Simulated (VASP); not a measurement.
Here is the system:

```
CELL_PARAMETERS angstrom
      3.32292     0.00000     0.00000
     -1.66146     2.87774     0.00000
      0.00000     0.00000    14.72875
ATOMIC_POSITIONS crystal
  Mo 0.66667 0.33333 0.75000
  Mo 0.33333 0.66667 0.25000
  Se 0.66667 0.33333 0.36340
  Se 0.33333 0.66667 0.86340
  Se 0.33333 0.66667 0.63660
  Se 0.66667 0.33333 0.13660
```

Calculation: PBE GGA, VASP's PBE PAW potentials (set 64) (plane waves; VASP). Numerical set-up: 480 eV cut-off, 7×7×2 Γ-centred mesh, Gaussian smearing of 0.050 eV, potentials Mo_sv Se.

Without a dispersion term in the relaxation, distances and binding between the weakly bound layers, chains or molecules are unreliable, and so is what depends on them.

Question: Estimate the energy per atom (σ→0).

Answer: 
| Property | Result |
|---|---|
| energy per atom (σ→0) | -6.664 eV/atom |

The compound is MoSe2 in the 2H layered structure. It was relaxed first, which changed the volume by +16 %. The start is the result of an earlier pass.
